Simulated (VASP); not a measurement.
# PdAu3 (Pm-3m) in VASP: notebook, part 2 of 2

VASP 6.6.1.

## 4. Single point, LDA

This run uses another cell than the first one, of 15.95 Å³/atom, 1.004 times its volume.

File INCAR:

```
SYSTEM = PdAu3
ALGO     = Normal         ! electronic algorithm
EDIFF    = 1E-6           ! SCF threshold, eV
ENCUT    = 520            ! plane-wave cutoff, eV
ISIF     = 2              ! what is computed and relaxed
ISMEAR   = -5             ! smearing method
LASPH    = .True.         ! aspherical terms in the spheres
LCHARG   = .False.        ! write CHGCAR
LREAL    = .False.        ! projectors in reciprocal space
LWAVE    = .False.        ! write WAVECAR
NBANDS   = 30             ! bands
NELM     = 100            ! most SCF steps
PREC     = Accurate       ! precision mode
SIGMA    = 0.1            ! smearing width, eV
```

File KPOINTS:

```
k-points
0
Gamma
  5 5 5
  0 0 0
```

File POSCAR:

```
PdAu3
1.0
    3.9956097377      0.0000000000      0.0000000000
    0.0000000000      3.9956097377      0.0000000000
    0.0000000000      0.0000000000      3.9956097377
Pd Au
1 3
Direct
    0.0000000000      0.0000000000      0.0000000000
    0.0000000000      0.5000000000      0.5000000000
    0.5000000000      0.0000000000      0.5000000000
    0.5000000000      0.5000000000      0.0000000000
```

Potentials or basis: VASP PAW LDA potentials, release 64 (Pd, Au).

Run with:

```bash
cat potpaw_LDA.64/Pd/POTCAR potpaw_LDA.64/Au/POTCAR > POTCAR
mpirun -np 1 vasp_std > vasp.out
```

OUTCAR:

```text
SYSTEM = PdAu3
   EDIFF = 1E-6
   ENCUT = 520
   ISIF = 2
   ISMEAR = -5
   LASPH = .True.
   LREAL = .False.
   NELM = 100
   PREC = Accurate

 ion  position               nearest neighbor table
   1  0.000  0.000  0.000-   2 2.83   3 2.83   4 2.83   2 2.83   3 2.83   2 2.83   4 2.83   2 2.83
                             3 2.83   4 2.83   3 2.83   4 2.83
   2  0.000  0.500  0.500-   1 2.83   3 2.83   4 2.83   1 2.83   4 2.83   1 2.83   3 2.83   1 2.83
                             3 2.83   4 2.83   4 2.83   3 2.83
   3  0.500  0.000  0.500-   1 2.83   2 2.83   4 2.83   1 2.83   4 2.83   2 2.83   4 2.83   4 2.83
                             1 2.83   2 2.83   1 2.83   2 2.83
   4  0.500  0.500  0.000-   1 2.83   2 2.83   3 2.83   2 2.83   3 2.83   1 2.83   3 2.83   3 2.83
                             1 2.83   2 2.83   2 2.83   1 2.83

  LATTYP: Found a simple cubic cell.
 ALAT       =     3.9956097377

  Lattice vectors:

 A1 = (   3.9956097377,   0.0000000000,   0.0000000000)
 A2 = (   0.0000000000,   3.9956097377,   0.0000000000)
 A3 = (   0.0000000000,   0.0000000000,   3.9956097377)

Analysis of symmetry for initial positions (statically):
=====================================================================
 Subroutine PRICEL returns:
 Original cell was already a primitive cell.

 Routine SETGRP: Setting up the symmetry group for a
 simple cubic supercell.

 Subroutine GETGRP returns: Found 48 space group operations
 (whereof 48 operations were pure point group operations)
 out of a pool of 48 trial point group operations.

The static configuration has the point symmetry O_h .

Analysis of symmetry for dynamics (positions and initial velocities):
=====================================================================
 Subroutine PRICEL returns:
 Original cell was already a primitive cell.

 Routine SETGRP: Setting up the symmetry group for a
 simple cubic supercell.

 Subroutine GETGRP returns: Found 48 space group operations
 (whereof 48 operations were pure point group operations)
 out of a pool of 48 trial point group operations.

The dynamic configuration has the point symmetry O_h .
[... 113 lines left out ...]
  Thomas-Fermi vector in A             =   2.554727
   LORBIT       =      0    0 simple, 1 ext, 2 COOP (PROOUT), +10 PAW based schemes
   GGA     = CA    functional components
   LHFCALC =     F    Hartree Fock is set to
   AEXX    =    0.0000 exact exchange contribution
   IVDW    =     0    specifies the selected vdW correction
   LEPSILON=     F    determine dielectric tensor
   LRPA    =     F    only Hartree local field effects (RPA)
 non-spin polarized calculation
 Fermi weights with tetrahedron method with Bloechl corrections
  energy-cutoff  :      520.00
  volume of cell :       63.79
 maximum number of plane-waves:      1743
 NGX is ok and might be reduce to    30
   NGX = 15   NGY = 15   NGZ = 15

 number of electron      43.0000000 magnetization

 Free energy of the ion-electron system (eV)
  ---------------------------------------------------
  ext. energy  EPLUGINS =         0.00000000
  ---------------------------------------------------
  free energy    TOTEN  =       -20.19804497 eV

  energy without entropy =      -20.19804497  energy(sigma->0) =      -20.19804497

 E-fermi :   9.8324     XC(G=0): -13.2862

 val. band max:        9.3432355403   @ k =   0.0000   0.0000   0.0000
 cond. band min:      10.0509551375   @ k =   0.4000   0.4000   0.0000
 fundamental gap:      0.7077195972
 Fermi energy:         9.8323500265

 k-point     1 :       0.0000    0.0000    0.0000
  band No.  band energies     occupation
      1       0.1113      2.00000
      2       2.5844      2.00000
      3       2.9916      2.00000
      4       2.9916      2.00000
      5       3.0997      2.00000
      6       3.0997      2.00000
[... 319 lines left out ...]
     29      24.5425      0.00000
     30      24.7367      0.00000

------------------------ aborting loop because EDIFF is reached ----------------------------------------

  FORCE on cell =-STRESS in cart. coord.  units (eV):
  Direction    XX          YY          ZZ          XY          YZ          ZX
  --------------------------------------------------------------------------------------
  -------------------------------------------------------------------------------------
  Total       -0.0790689     -0.0790689     -0.0790689      0.0000000      0.0000000     -0.0000000
  in kB       -1.9859449     -1.9859449     -1.9859449      0.0000000      0.0000000     -0.0000000
  external PRESSURE =      -1.9859449 kB  Pullay stress =       0.0000000 kB

 VOLUME and BASIS-vectors are now :
 -----------------------------------------------------------------------------
  energy-cutoff  :      520.00
  volume of cell :       63.79
      direct lattice vectors                 reciprocal lattice vectors
     3.995609738  0.000000000  0.000000000     0.250274693  0.000000000  0.000000000
     0.000000000  3.995609738  0.000000000     0.000000000  0.250274693  0.000000000
     0.000000000  0.000000000  3.995609738     0.000000000  0.000000000  0.250274693

 POSITION                                       TOTAL-FORCE (eV/Angst)
 -----------------------------------------------------------------------------------
      0.00000      0.00000      0.00000         0.000000      0.000000      0.000000
      0.00000      1.99780      1.99780         0.000000      0.000000      0.000000
      1.99780      0.00000      1.99780         0.000000      0.000000      0.000000
      1.99780      1.99780      0.00000         0.000000      0.000000      0.000000
 -----------------------------------------------------------------------------------
    total drift:                                0.000000      0.000000     -0.000000

  FREE ENERGIE OF THE ION-ELECTRON SYSTEM (eV)
  ---------------------------------------------------
  free  energy   TOTEN  =       -20.1980449654 eV

  energy  without entropy=      -20.1980449654  energy(sigma->0) =      -20.19804497
```

OSZICAR:

```text
N       E                     dE             d eps       ncg     rms          rms(c)
DAV:   1     0.282322700240E+03    0.28232E+03   -0.21618E+04   600   0.137E+03
DAV:   2    -0.147508515148E+02   -0.29707E+03   -0.28483E+03   668   0.325E+02
DAV:   3    -0.218006111926E+02   -0.70498E+01   -0.69926E+01   666   0.510E+01
DAV:   4    -0.218511292355E+02   -0.50518E-01   -0.50503E-01   660   0.455E+00
DAV:   5    -0.218519427993E+02   -0.81356E-03   -0.81340E-03   678   0.588E-01    0.200E+01
DAV:   6    -0.205648073216E+02    0.12871E+01   -0.72715E+00   666   0.280E+01    0.150E+01
DAV:   7    -0.203708874174E+02    0.19392E+00   -0.48622E+00   666   0.158E+01    0.786E+00
DAV:   8    -0.202034986168E+02    0.16739E+00   -0.54203E-01   672   0.869E+00    0.353E+00
DAV:   9    -0.202013582416E+02    0.21404E-02   -0.33225E-02   668   0.124E+00    0.541E-01
DAV:  10    -0.201980929982E+02    0.32652E-02   -0.19070E-02   642   0.129E+00    0.962E-02
DAV:  11    -0.201980451845E+02    0.47814E-04   -0.67645E-04   672   0.260E-01    0.428E-02
DAV:  12    -0.201980449654E+02    0.21907E-06   -0.62399E-06   676   0.176E-02
   1 F= -.20198045E+02 E0= -.20198045E+02  d E =0.000000E+00
```

It took 12 s on 1 thread of Intel Xeon Platinum 8488C (Sapphire Rapids), shared host; peak memory 0.15 GiB.

Results:

```
Free energy            : -20.1980 eV
Pressure               : -0.2 GPa
Band gap on the k mesh : none (metal or under the smearing width)
```

Caveat: tetrahedron occupations give inexact forces and stress in metals.

## 5. Relaxation of cell and atoms, LDA

This run uses another cell than the first one, of 16.04 Å³/atom, 1.010 times its volume.

File INCAR:

```
SYSTEM = PdAu3
ALGO     = Normal         ! electronic algorithm
EDIFF    = 1E-6           ! SCF threshold, eV
EDIFFG   = -0.01          ! ionic threshold
ENCUT    = 600            ! plane-wave cutoff, eV
IBRION   = 2              ! ionic algorithm
ISIF     = 3              ! what is computed and relaxed
ISMEAR   = -5             ! smearing method
LASPH    = .True.         ! aspherical terms in the spheres
LCHARG   = .False.        ! write CHGCAR
LREAL    = .False.        ! projectors in reciprocal space
LWAVE    = .False.        ! write WAVECAR
NELM     = 100            ! most SCF steps
NSW      = 60             ! ionic steps
PREC     = Accurate       ! precision mode
SIGMA    = 0.1            ! smearing width, eV
```

KPOINTS is that of step 4.

File POSCAR:

```
PdAu3
1.0
    4.0032500300      0.0000000000      0.0000000000
    0.0000000000      4.0032500300      0.0000000000
    0.0000000000      0.0000000000      4.0032500300
Pd Au
1 3
Direct
    0.0000000000      0.0000000000      0.0000000000
    0.0000000000      0.5000000000      0.5000000000
    0.5000000000      0.0000000000      0.5000000000
    0.5000000000      0.5000000000      0.0000000000
```

Run with:

```bash
cat potpaw_LDA.64/Pd/POTCAR potpaw_LDA.64/Au/POTCAR > POTCAR
mpirun -np 1 vasp_std > vasp.out
```

Wall time 24 s (1 thread of Intel Xeon Platinum 8488C (Sapphire Rapids), shared host); peak memory 0.17 GiB.

It converged, with:

* Free energy: -20.1979 eV
* Relaxed volume: 15.94 Å³/atom
* Relaxed cell: a = 3.995 Å, b = 3.995 Å, c = 3.995 Å, α = 90.00°, β = 90.00°, γ = 90.00°
* Space group after relaxing (to 0.05 Å): Pm-3m (No. 221)
* Energy gained by relaxing: 0.4 meV/atom
* Ionic steps: 3
* Pressure after relaxing: 0.0 GPa
* Band gap on the k mesh: none (metal or under the smearing width)

Step by step:
| step | energy change (eV) | largest force (eV/Å) | pressure (GPa) | volume (Å³) |
| --- | --- | --- | --- | --- |
| 1 | 0.0000 | 0.0000 | -1.26 | 64.16 |
| 2 | 0.0042 | 0.0000 | 2.51 | 62.99 |
| 3 | -0.0016 | 0.0000 | 0.00 | 63.75 |

Final structure:
```xyz
4
Lattice="3.9948 0.0000 0.0000 0.0000 3.9948 0.0000 0.0000 0.0000 3.9948" Properties=species:S:1:pos:R:3 pbc="T T T"
Pd    0.0000    0.0000    0.0000
Au    0.0000    1.9974    1.9974
Au    1.9974    0.0000    1.9974
Au    1.9974    1.9974    0.0000
```

Levels at points of the mesh, in eV from the Fermi level:
```tsv
k point	band 18	band 19	band 20	band 21	band 22	band 23	band 24	band 25
(0.00, 0.00, 0.00)	-0.97	-0.49	-0.49	-0.49	1.46	1.46	1.46	6.60
```

Caveat: tetrahedron occupations give inexact forces and stress in metals.

## 6. Overview

| task | cell | cutoff (eV) | smearing | gap on the mesh (eV) | pressure (GPa) | relaxed volume (Å³/atom) |
| --- | --- | --- | --- | --- | --- | --- |
| single point | Pm-3m, 15.88 Å³/atom | 520 | fermi-dirac 0.0102 eV | none | 0.5 | - |
| relaxation of cell and atoms | relaxed | 600 | fermi-dirac 0.0102 eV | none | -0.1 | 15.93 |
| single point | Pm-3m, 15.95 Å³/atom | 520 | tetrahedron | none | -0.2 | - |
| relaxation of cell and atoms | relaxed | 600 | tetrahedron | none | 0.0 | 15.94 |

Alike in all rows: level LDA; potentials or basis VASP PAW LDA potentials, release 64 (Pd, Au); no spin polarisation; k mesh 5 × 5 × 5.

Caveats: tetrahedron occupations give inexact forces and stress in metals (some runs).

Total energies depend on the potentials used, so only differences within one code and one set of settings carry meaning.
